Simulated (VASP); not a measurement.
Consider the following.

```xyz
1
Lattice="-1.6378 1.6378 1.6378 1.6378 -1.6378 1.6378 1.6378 1.6378 -1.6378" Properties=species:S:1:pos:R:3 pbc="T T T"
Nb     0.0000     0.0000     0.0000
```

All values below come from vdW-DF-cx, VASP's PBE PAW potentials (set 64) (plane waves; VASP). Settings: 520 eV cut-off, Gaussian smearing of 0.050 eV, potentials Nb_sv.

Give the energies of bands 5 to 9 at the high-symmetry points, in eV from the Fermi level.

```
band      Γ      H      N      P
----  -----  -----  -----  -----
5     -5.96  -3.86  -3.82  -1.09
6      0.36  -3.86  -1.73  -1.09
7      0.36   5.79   2.44  -1.09
8      0.36   5.79   3.40   4.24
9      3.36   5.79   4.10   4.24
```

It has no gap at this level: it comes out as a metal or semimetal.

The compound is Nb in the bcc structure. It was relaxed first.
